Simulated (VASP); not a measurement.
The system is GaP.

```
Ga P
1.0
     0.00000    2.72525    2.72525
     2.72525    0.00000    2.72525
     2.72525    2.72525    0.00000
Ga P
1 1
Direct
  0.00000 0.00000 0.00000
  0.25000 0.25000 0.25000
```

The cell was built by a generator and needn't be a form met in nature.

Base run:

```yaml
Program: VASP 6.6.1
Functional: PBE
Potentials_or_basis: VASP PAW PBE potentials, release 64 (Ga_d, P)
Cutoff: 520 eV
k_mesh: 12 × 12 × 12
Occupations: gaussian, width 0.02 eV
Spin: no spin polarisation
```

Its results: band gap on the k mesh 1.59 eV, indirect (least direct gap 1.83 eV); electronic dielectric tensor (diagonal) 10.46.

Problem. The run is repeated on the same cell with these changes: functional from PBE to LDA; potentials or basis from VASP PAW PBE potentials, release 64 (Ga_d, P) to VASP PAW LDA potentials, release 64 (Ga_d, P). What comes out?

Solution. Band gap on the k mesh 1.44 eV, indirect (least direct gap 1.64 eV); electronic dielectric tensor (diagonal) 10.98.

A k mesh can miss the band edges.

Not every run made on this cell is shown here.
